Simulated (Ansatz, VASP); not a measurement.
## Ge in two plane-wave programs

One calculation is typed for both programs; each brings its own data sets and cutoff. How far apart do they land? The cell is taken from a series of VASP runs on this material, whose earlier steps may have relaxed, scaled or displaced it; both programs get it as it stands.

Calculated with Ansatz 0.2.0; plane waves, with VASP 6.6.1 beside it; single point at r2SCAN, spin-orbit coupling.

## (1) The starting structure

It takes space group Fd-3m (No. 227, cubic). Conventional cell: a = 5.667 Å, b = 5.667 Å, c = 5.667 Å, α = 90.00°, β = 90.00°, γ = 90.00°. Ge has 4 Ge at 2.45 Å nearest.

As a file:

```xyz
2
Lattice="-0.0002 2.8334 2.8337 2.8334 -0.0002 2.8337 2.8332 2.8332 0.0000" Properties=species:S:1:pos:R:3 pbc="T T T"
Ge    0.0000    0.0000    0.0000
Ge    1.4166    1.4166    1.4168
```

## (2) VASP: single point, r2SCAN, spin-orbit coupling

With cell and atoms fixed, the geometry can't cause a difference; cores, projectors, grids and the points listed under the comparison can.

Lines of VASP's logs that name or quote its potential files are left out, and so is its time.

The input, INCAR:

```
SYSTEM = Ge
PREC = Accurate
ENCUT = 470
EDIFF = 1E-06
NELM = 100
ISMEAR = 0
SIGMA = 0.02
LREAL = .FALSE.
ALGO = Normal
METAGGA = R2SCAN
LASPH = .TRUE.
LNONCOLLINEAR = .TRUE.
MAGMOM = 0 0 0 0 0 0
NBANDS = 38
GGA_COMPAT = .FALSE.
LSORBIT = .TRUE.
LWAVE = .FALSE.
LCHARG = .FALSE.
KPAR = 2
```

The input, POSCAR:

```
Ge
1.0
   -0.0002428300      2.8334425070      2.8336853370
    2.8334425070     -0.0002428300      2.8336853370
    2.8331996770      2.8331996770      0.0000000000
Ge
2
Direct
    0.0000000000      0.0000000000      0.0000000000
    0.2500000000      0.2500000000      0.2500000000
```

The input, KPOINTS:

```
Automatic mesh
0
Gamma
7 7 7
0 0 0
```

The input, KPOINTS_OPT:

```
Line mode
6
Line-mode
Reciprocal
  0.00000000   0.00000000   0.00000000
  0.01594235   0.01594235   0.03188470

  0.00000000   0.00000000   0.00000000
 -0.01594508   0.01594508   0.00000000

  0.31000000   0.31000000   0.00000000
  0.50000000   0.50000000   0.00000000

  0.00000000   0.31000000   0.31000000
  0.00000000   0.50000000   0.50000000

  0.45000000   0.45000000   0.45000000
  0.50000000   0.50000000   0.50000000

  0.45000000   0.00000000   0.00000000
  0.50000000   0.00000000   0.00000000

  0.42500000   0.42500000   0.00000000
  0.42499807   0.44754782   0.02254589

  0.50000000   0.50000000   0.50000000
  0.48405492   0.51594508   0.50000000
```

PAW data sets: Ge_d (PBE family, release 64).

On the command line:

```
$ mpirun -np 2 vasp_ncl
```

Numbers of over 12 decimals in the logs are rounded to 6 here.

The log of the run:

```text
[banner, memory and clock lines left out]
running    2 mpi-ranks, on    1 nodes
 distrk:  each k-point on    1 cores,    2 groups
 distr:  one band on    1 cores,    1 groups

 POSCAR found type information on POSCAR Ge
 POSCAR found :  1 types and       2 ions
|                                                                             |
|               ----> ADVICE to this user running VASP <----                  |
|                                                                             |
|     You enforced a specific xc type in the INCAR file but a different       |
|     [... a line on the potential file left out ...]
|     I HOPE YOU KNOW WHAT YOU ARE DOING!                                     |
|                                                                             |

 LDA part: xc-table for (None), standard interpolation
 POSCAR, INCAR and KPOINTS ok, starting setup
 FFT: planning ... GRIDC
 FFT: planning ... GRID_SOFT
 FFT: planning ... GRID
 WAVECAR not read
 entering main loop
       N       E                     dE             d eps       ncg     rms          rms(c)
DAV:   1     0.239424097201E+03    0.23942E+03   -0.13374E+04  5812   0.393E+03
DAV:   2     0.158601988690E+02   -0.22356E+03   -0.21600E+03  4864   0.849E+02
DAV:   3    -0.278686792871E+02   -0.43729E+02   -0.43132E+02  5372   0.204E+02
DAV:   4    -0.303829111739E+02   -0.25142E+01   -0.25072E+01  5676   0.576E+01
DAV:   5    -0.304357518289E+02   -0.52841E-01   -0.52834E-01  5360   0.934E+00    0.337E+00
DAV:   6    -0.277588273622E+02    0.26769E+01   -0.31372E-01  5652   0.101E+01    0.195E+00
DAV:   7    -0.277409847677E+02    0.17843E-01   -0.99013E-02  5844   0.455E+00    0.362E-01
DAV:   8    -0.277406579139E+02    0.32685E-03   -0.68685E-03  6150   0.136E+00    0.136E-01
DAV:   9    -0.277403578664E+02    0.30005E-03   -0.11788E-03  5990   0.634E-01    0.857E-02
DAV:  10    -0.277406062221E+02   -0.24836E-03   -0.25859E-03  5886   0.105E+00    0.433E-02
DAV:  11    -0.277404750322E+02    0.13119E-03   -0.28954E-04  5850   0.350E-01    0.183E-02
DAV:  12    -0.277404487610E+02    0.26271E-04   -0.15490E-04  6954   0.250E-01    0.629E-03
DAV:  13    -0.277404499501E+02   -0.11891E-05   -0.10529E-05  5222   0.521E-02    0.371E-03
DAV:  14    -0.277404533008E+02   -0.33507E-05   -0.38668E-06  4598   0.407E-02    0.293E-03
DAV:  15    -0.277404543765E+02   -0.10757E-05   -0.22083E-06  5102   0.335E-02    0.169E-03
DAV:  16    -0.277404536558E+02    0.72068E-06   -0.12324E-07  2612   0.638E-03
   1 F= -.27740454E+02 E0= -.27740454E+02  d E =-.356615E-16  mag=     0.0000     0.0000     0.0000
 Start KPOINTS_OPT (optional k-point list driver)
k-point batch [1-48\48]
       N       E                     dE             ncg
DAV:   2    -0.176229251819E+05   -0.10643E+05     3664
DAV:   3    -0.197113762432E+05   -0.20885E+04     4020
DAV:   4    -0.198301730388E+05   -0.11880E+03     4134
DAV:   5    -0.198325885983E+05   -0.24156E+01     4068
DAV:   6    -0.198326581737E+05   -0.69575E-01     4220
DAV:   7    -0.198326611474E+05   -0.29736E-02     4270
DAV:   8    -0.198326613070E+05   -0.15960E-03     4466
DAV:   9    -0.198326613136E+05   -0.65595E-05     3246
DAV:  10    -0.198326613139E+05   -0.38491E-06     2376
```

Parts of OUTCAR (step 2):

```text
ion  position               nearest neighbor table
   1  0.000  0.000  0.000-   2 2.45   2 2.45   2 2.45   2 2.45
   2  0.250  0.250  0.250-   1 2.45   1 2.45   1 2.45   1 2.45

  LATTYP: Found a body centered orthorhombic cell.
 ALAT       =     4.0067494081
 B/A-ratio  =     1.0001714175
 C/A-ratio  =     1.4144559833

 Subroutine GETGRP returns: Found  8 space group operations
 (whereof  4 operations were pure point group operations)

The static configuration has the point symmetry C_2v.
 The point group associated with its full space group is D_2h.

 Found     64 irreducible k-points:

   k-points           NKPTS =     64   k-points in BZ     NKDIM =     64   number of bands    NBANDS=     38

   dimension x,y,z NGX =    28 NGY =   28 NGZ =   28
   dimension x,y,z NGXF=    56 NGYF=   56 NGZF=   56

   ENCUT  =  470.0 eV  34.54 Ry    5.88 a.u.   7.08  7.08  7.08*2*pi/ulx,y,z

   NELECT =      28.0000    total number of electrons

 k-points in reciprocal lattice and weights: Automatic mesh
   0.00000000  0.00000000  0.00000000       0.003
   0.14285714  0.00000000  0.00000000       0.012
   0.28571429 -0.00000000  0.00000000       0.012
   0.42857143  0.00000000  0.00000000       0.012
   0.14285714  0.14285714  0.00000000       0.006
   0.28571429  0.14285714  0.00000000       0.012
   0.42857143  0.14285714  0.00000000       0.012
  -0.42857143  0.14285714  0.00000000       0.012
  -0.28571429  0.14285714  0.00000000       0.012
[...]
-0.14285714 -0.42857143  0.42857143       0.012
  -0.28571429 -0.28571429  0.42857143       0.006

 average (electrostatic) potential at core
       1 -79.4854       2 -79.4854

 E-fermi :   4.9577

 k-point     1 :       0.0000    0.0000    0.0000
  band No.  band energies     occupation
    ...
     24       4.5632      1.00000
     25       4.8511      1.00000
     26       4.8511      1.00000
     27       4.8516      1.00000
     28       4.8516      1.00000
     29       5.1133      0.00000
     30       5.1133      0.00000
     31       7.3266      0.00000
     32       7.3266      0.00000
     33       7.5350      0.00000
    ...

 k-point     2 :       0.1429    0.0000    0.0000
  band No.  band energies     occupation
    ...
     24       2.0356      1.00000
     25       4.2288      1.00000
     26       4.2288      1.00000
     27       4.4148      1.00000
     28       4.4148      1.00000
     29       6.0127      0.00000
     30       6.0127      0.00000
     31       7.9767      0.00000
     32       7.9767      0.00000
     33       8.1188      0.00000
    ...

 k-point     3 :       0.2857   -0.0000    0.0000
  band No.  band energies     occupation
    ...
     24      -0.7193      1.00000
     25       3.5974      1.00000
     26       3.5974      1.00000
     27       3.7798      1.00000
     28       3.7798      1.00000
     29       5.5508      0.00000
     30       5.5508      0.00000
     31       8.6454      0.00000
     32       8.6454      0.00000
     33       8.7710      0.00000
    ...

  Total        0.0167402      0.0167402      0.0146836      0.0044078      0.0000000      0.0000000
  in kB        0.5894695      0.5894695      0.5170513      0.1552099      0.0000000      0.0000000
  external PRESSURE =       0.5653301 kB  Pullay stress =       0.0000000 kB

  energy-cutoff  :      470.00
  volume of cell :       45.50
      direct lattice vectors                 reciprocal lattice vectors
    -0.000242830  2.833442507  2.833685337    -0.176448667  0.176448667  0.176448667
     2.833442507 -0.000242830  2.833685337     0.176448667 -0.176448667  0.176448667
     2.833199677  2.833199677  0.000000000     0.176478913  0.176478913 -0.176448667

 POSITION                                       TOTAL-FORCE (eV/Angst)
 -----------------------------------------------------------------------------------
      0.00000      0.00000      0.00000         0.000000      0.000000     -0.001401
      1.41660      1.41660      1.41684        -0.000000     -0.000000      0.001401
 -----------------------------------------------------------------------------------
    total drift:                                0.000000      0.000000      0.000000

  FREE ENERGIE OF THE ION-ELECTRON SYSTEM (eV)
  ---------------------------------------------------
  free  energy   TOTEN  =       -27.7404536558 eV

  energy  without entropy=      -27.7404536558  energy(sigma->0) =      -27.74045366

 Spin-Orbit-Coupling matrix elements
 Ion:    1  E_soc:     -0.0172792
 Ion:    2  E_soc:     -0.0172792

[... 3 further parts left out ...]
```

The run ends at a pressure of 0.06 GPa, with forces up to 0.0014 eV/Å.

## (3) Ansatz: single point, r2SCAN, spin-orbit coupling

Ansatz runs on its fully relativistic PAW (standard-fr) files.

The same cell, functional, mesh and smearing now go to Ansatz, which takes its cutoff from its data sets.

The input, input.yaml:

```yaml
crystal:
  lattice:
    - [-0.00024283, 2.833442507, 2.833685337]
    - [2.833442507, -0.00024283, 2.833685337]
    - [2.833199677, 2.833199677, 0.0]
  atoms:
    - { symbol: Ge, position: [0.0, 0.0, 0.0] }
    - { symbol: Ge, position: [0.25, 0.25, 0.25] }
hamiltonian:
  xc: r2scan
  pseudopotentials: { kind: paw_fr }
magnetization:
  noncollinear: true
  spin_orbit: true
kpoints:
  mp_grid: { grid: [7, 7, 7] }
scf:
  occupations: { method: gaussian, width: 0.02 }
  n_extra_bands: 8
output:
  forces: true
  stress: true
  eigenvalues: true
```

On the command line:

```
$ ansatz run input.yaml --threads 2 --pin off --max-ram 4608MiB --backend cpu --events-out ev --progress --plain --runs-dir out
```

The log of the run:

```text
scf.n_extra_bands = 8 over 28 filled bands (N_el = 28.0): the run solves 36 bands
Engine: ansatz 0.2.0, aarch64-unknown-linux-gnu
Pseudopotentials: kind: paw_fr
Pseudopotential: Ge, paw_fr, valence charge 14, recommended cutoff 500 eV (meta_gga), Ge.paw.azcp#standard-fr
Functional definition: r2SCAN
  parameter k0 = 0.174
  parameter k1 = 0.065
  parameter a1 = 4.9479
  exchange = r2scan_x(k0 = k0, k1 = k1, a1 = a1)
  correlation = r2scan_c
non-collinear run that drives no moment, with spin-orbit: no starting moment large enough to seed its density (crystal.atoms[].spin), no starting occupations that ask for one, no magnetisation constraint and no magnetic field, so the semilocal B_xc is pinned to zero
Crystal: 2 atoms, lattice volume = 45.500 Å³
Basis set: ecut = 500 eV, 1139 PW (Γ), exchange–correlation on 120×120×120 points (64 copies of the dense FFT grid, shifted against one another)
Bands: 36, of which v1, the nominal top of the filled ones, is band 28 counted from 1 (27 counted from 0)
Symmetry: 8 space group operations + 8 with time reversal
Magnetic group: BNS 74.555 (UNI 653), of the structure as read, at distance tolerance 3.6e-5 Å
k-points: 64 of 343
Projection manifold: j_resolved (fully-relativistic pseudo-atomic orbitals)
Non-local potential: Ge, projectors of the file, l = 0: 2, l = 1: 4, l = 2: 6, l = 3: 2
PAW form: soft (Blöchl's): semilocal exchange-correlation on the pseudo side does not see the compensation charge
PAW frozen core: Ge, regenerated for the run's functional (the file was generated under x = pbe(κ = 0.804, μ = 0.219515), c = pbe(β = 0.066725))
PAW one-centre angular grid: Ge, 590 points (default); XC on 269 of its mesh's 2687 points in the sphere
Initial density: superposition of atomic densities (chi_scale 0.1, normalization cell)
Initial wavefunctions: pseudopotential atomic-orbital guess
Functional: x = r2scan, c = r2scan; τ floored in thin density (d = 2e-4 eV/Å³)
iter 1 solved again at ethr=1.69e-3 eV; its pass at ethr=3.10e-3 eV (dr2=4.75e-1 eV) is discarded
SCF iter   1: F=—  HF=-8600.269010 eV  |F-HF|=—  |Δ(HF+E_count)|=         —  Δρ=3.65e-2  dr2=4.79e-1  dr2_τ=1.34e-3  dr2_m=0.00e0 (ungated)  ethr=1.69e-3  |M|=0.00e0 ∫|m|=0.00e0 μB  |m|>n=0.0e0 m-floor=0.0e0 τ_xc=0.0e0  β_m=0.30  ⟨swp⟩=1.2  Hψ=6919  notcnv=0
preconditioner: auto → none  [insulator: Δε(μ)=0.060 eV  Ē_g=24.323 eV  σ=0.020 eV  W_gap=0.96  n_scr=14 (ndim 8)  ℏωp=29.1 eV  f_vac=0.000  D(μ)=0.05/eV (n_scr^D=0)  ε∞_Penn≈2.4]
SCF iter   2: F=—  HF=-8600.290171 eV  |F-HF|=—  |Δ(HF+E_count)|=   2.12e-2  Δρ=2.55e-2  dr2=2.15e-1  dr2_τ=3.45e-4  dr2_m=0.00e0 (ungated)  ethr=1.69e-3  |M|=0.00e0 ∫|m|=0.00e0 μB  |m|>n=0.0e0 m-floor=0.0e0 τ_xc=0.0e0  β_m=0.61  ⟨swp⟩=2.0  Hψ=1407  notcnv=0
SCF iter   3: F=—  HF=-8600.332573 eV  |F-HF|=—  |Δ(HF+E_count)|=   4.24e-2  Δρ=2.71e-3  dr2=1.57e-3  dr2_τ=1.03e-5  dr2_m=0.00e0 (ungated)  ethr=7.66e-4  |M|=0.00e0 ∫|m|=0.00e0 μB  |m|>n=0.0e0 m-floor=0.0e0 τ_xc=0.0e0  β_m=0.57  ⟨swp⟩=2.2  Hψ=1430  notcnv=0
SCF iter   4: F=—  HF=-8600.332397 eV  |F-HF|=—  |Δ(HF+E_count)|=   1.76e-4  Δρ=5.40e-4  dr2=5.05e-5  dr2_τ=3.03e-7  dr2_m=0.00e0 (ungated)  ethr=5.61e-6  |M|=0.00e0 ∫|m|=0.00e0 μB  |m|>n=0.0e0 m-floor=0.0e0 τ_xc=0.0e0  β_m=0.60  ⟨swp⟩=2.0  Hψ=2304  notcnv=0
SCF iter   5: F=—  HF=-8600.332437 eV  |F-HF|=—  |Δ(HF+E_count)|=   4.02e-5  Δρ=1.73e-4  dr2=5.36e-6  dr2_τ=3.09e-8  dr2_m=0.00e0 (ungated)  ethr=1.81e-7  |M|=0.00e0 ∫|m|=0.00e0 μB  |m|>n=0.0e0 m-floor=0.0e0 τ_xc=0.0e0  β_m=0.79  ⟨swp⟩=3.0  Hψ=2048  notcnv=0
SCF iter   6: F=-8600.332441 eV  HF=-8600.332441 eV  |F-HF|=2.65e-9  |Δ(HF+E_count)|=   3.45e-6  Δρ=4.27e-6  dr2=7.61e-9  dr2_τ=4.10e-11  dr2_m=0.00e0 (ungated)  ethr=3.57e-10  |M|=0.00e0 ∫|m|=0.00e0 μB  |m|>n=0.0e0 m-floor=0.0e0 τ_xc=0.0e0  ⟨swp⟩=3.9  Hψ=5182  notcnv=0
SCF 1 converged in 6 iterations: F = -8600.332441 eV  dr2 = 7.61e-9
  greatest PAW one-centre occupation: 0.997 electrons in one spin orbital (limit 2), on the Ge atom at site 0 (counted from 0), in its partial waves of l = 2
SCF converged after 6 iterations
Magnetization: |M| = 0.0000 μB,  M = (+0.0000, +0.0000, +0.0000) μB
Absolute magnetization: 0.0000 μB (∫|m|)
  site 0: m = (+0.0000, +0.0000, +0.0000) μB, |m| = 0.0000 μB  (R = 1.01 Å)
  site 1: m = (+0.0000, +0.0000, +0.0000) μB, |m| = 0.0000 μB  (R = 1.01 Å)
Free energy (F): -8600.332441 eV
Harris-Foulkes:  -8600.332441 eV  (|F-HF|=2.65e-9)
Internal energy: -8600.332441 eV  (E = F + TS)
E sigma→0 (E₀):  -8600.332441 eV
Fermi energy:    8.563567 eV
--- Per-component energies (eV) ---
  E_band       = -319.118053
  E_kinetic    = 222.151664
  E_local      = -4951.311611  (includes V_loc(G=0)·N_el)
  E_nonlocal   = 840.473450
  E_hartree    = 2174.858914
  E_xc         = -138.243386
  E_vxc        = -135.858878  (∫ρ·V_xc dr)
  E_paw        = -4063.360710  (= ΣΔE_a)
  E_vpaw       = -651.909099  (= ΣTr[D̂ρ^β])
  E_aug_tail   = 0.000039  (compensation charges beyond the density's cutoff)
  E_vtau       = 7.624277  (kinetic-family band-sum trace: ∫τ·v_τ [+ j·A + Jᵃ·Aᵃ] dr)
  E_ewald      = -2682.759600
  E_core_change = -2.141200  (= ΣΔE_core)
  E_smearing   = -0.000000  (= −TS)
  E_closure    = 0.000000  (closes the sum)
  Σ components = -8600.332441   (vs F -8600.332441, Δ=0.00e0)
--- Forces (eV/Å), atoms counted from 1 ---
  atom   1  Ge     0.00000000    -0.00000000    -0.00138690
  atom   2  Ge     0.00000000     0.00000000     0.00138690
  max |Σ_I F_I| component: 9.32e-18 eV/Å
--- Stress (GPa, compression-positive) ---
        0.201330       0.014953       0.000000
        0.014953       0.201330      -0.000000
        0.000000      -0.000000       0.194106
  P = ⅓ Tr σ = 0.1989 GPa (1.989 kbar)
--- Band table (eV; the first three rows and the last of 64) ---
  k-point 0: bands = [... 24 lower, 8.4102, 8.4102, 8.4107, 8.4107, 8.7158, 8.7158, 10.8992, 10.8992, ... 4 higher]
  k-point 1: bands = [... 24 lower, 7.7890, 7.7890, 7.9747, 7.9747, 9.5985, 9.5985, 11.5477, 11.5477, ... 4 higher]
  k-point 2: bands = [... 24 lower, 7.1579, 7.1579, 7.3403, 7.3403, 9.1334, 9.1334, 12.2152, 12.2152, ... 4 higher]
  k-point 63: bands = [... 24 lower, 4.4112, 4.4112, 5.2625, 5.2625, 9.4475, 9.4475, 10.6919, 10.6919, ... 4 higher]
```

Run time: 28 s. Hardware: 2 threads of Arm Neoverse N1, shared host; peak memory 0.62 GiB.

In the SCF lines HF is the Harris–Foulkes energy and dr2 the Hartree energy of the density residual, in eV; the loop may stop once dr2 is under the threshold and the program's other checks hold. Hψ counts applications of the Hamiltonian.

The run ends at a pressure of 0.20 GPa, with forces up to 0.0014 eV/Å.

## (4) Side by side

Known differences besides the potentials themselves: spin-orbit coupling enters by fully relativistic files in Ansatz and inside the spheres in VASP; VASP keeps PBE cores, Ansatz makes them for the functional; the cutoff is 500 eV in Ansatz and 470 eV in VASP. Total energies have different zeros and are not compared.

Compared:

| quantity | Ansatz | VASP | difference |
| --- | --- | --- | --- |
| pressure (GPa) | 0.20 | 0.06 | +0.14 |
| pressure without Ansatz's Pulay correction (GPa) | 0.15 | 0.06 | +0.09 |
| gap on the k mesh (eV) | 0.305 | 0.262 | +0.043 |

A gap on the mesh is an upper bound, since the band edges may lie between its points. Ansatz's pressure holds a Pulay correction of 0.05 GPa; VASP's holds none.

## (5) What came out

```
difference in gap on the k mesh (single point, r2SCAN, spin-orbit coupling) : 0.043 eV
```

**Reading.** The difference in gap on the k mesh is 0.043 eV (single point, r2SCAN, spin-orbit coupling), within the 0.08 eV picked in this series as the mark of a large difference. 1 further run of this series is not shown here. Such differences can come from data sets, numerical settings and the points named under the comparisons, not from the functional's error against experiment.

[Lines on the potential files, build, host, timing and source positions are cut from VASP's logs without a mark.]

[Logs are printed without paths, hosts, clocks, repeated set-up lines and the standing remarks that a program may print on its own settings, such as how far it seeks lower states.]

[Hosts, paths, dates, database ids (printed as entryN), source tags and the programs' standing remarks are cut or masked in the printed files.]
